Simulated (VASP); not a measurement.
An input for Ansatz (written as the equivalent of a VASP run, and not itself run):

Ansatz 0.2 input:
```yaml
crystal:
  lattice:
    - [4.1251990, 0.0000000, 0.0000000]
    - [0.0000000, 4.1251990, 0.0000000]
    - [0.0000000, 0.0000000, 4.1251990]
  atoms:
    - { symbol: K, position: [0.0000000, 0.0000000, 0.0000000] }
    - { symbol: Mg, position: [0.5000000, 0.5000000, 0.5000000] }
    - { symbol: F, position: [0.5000000, 0.0000000, 0.5000000] }
    - { symbol: F, position: [0.0000000, 0.5000000, 0.5000000] }
    - { symbol: F, position: [0.5000000, 0.5000000, 0.0000000] }
kpoints:
  mp_grid: { grid: [6, 6, 6] }
hamiltonian:
  xc: rpbe
  pseudopotentials: { kind: paw }
scf:
  occupations: { method: tetrahedron }
  max_iter: 100
output: { forces: true, stress: true, eigenvalues: true }
```

Task: Translate this input to VASP (INCAR, KPOINTS, POSCAR, choice of POTCAR).

Result: One answer among several that fit: 
KPOINTS:
```
Automatic mesh
0
Gamma
6 6 6
0 0 0
```

POSCAR:
```
KMgF3
1
    4.1251990214    -0.0000000000    -0.0000000000
    0.0000000000     4.1251990214    -0.0000000000
   -0.0000000000     0.0000000000     4.1251990214
K Mg F
1 1 3
Direct
  0.0000000000   0.0000000000   0.0000000000
  0.5000000000   0.5000000000   0.5000000000
  0.5000000000   0.0000000000   0.5000000000
  0.0000000000   0.5000000000   0.5000000000
  0.5000000000   0.5000000000   0.0000000000
```

**INCAR**
```
! general
SYSTEM  =  KMgF3
PREC    =  Accurate
ENCUT   =  520   ! plane-wave cut-off (eV)
LREAL   =  .FALSE.   ! projection in real space or not
LASPH   =  .TRUE.

! electronic loop
EDIFF   =  1E-7   ! SCF stop (eV)
NELM    =  100   ! most electronic steps
ALGO    =  Normal

! smearing
ISMEAR  =  -5   ! tetrahedra, Bloechl

! functional
GGA     =  RP   ! RPBE

! ions
ISIF    =  2

! output
LWAVE   =  .FALSE.
LCHARG  =  .TRUE.
LORBIT  =  11   ! lm-projected
NEDOS   =  601

! other
LEFG    =  .TRUE.
```

POTCAR, in this order: K_sv Mg F (PBE.64 set). Program: vasp_std.

Limits of the translation: each code has its own PAW files, so the cut-off isn't converted (ENCUT is set for VASP's; basis.ecutwfc is left out, and Ansatz then takes the one that its files recommend); Ansatz stops its SCF on the density residual and VASP on the energy change (EDIFF); the field gradients of LEFG aren't asked of the other code.

The compound is KMgF3 in the cubic perovskite structure. It was relaxed first, which changed the volume by +11 %.
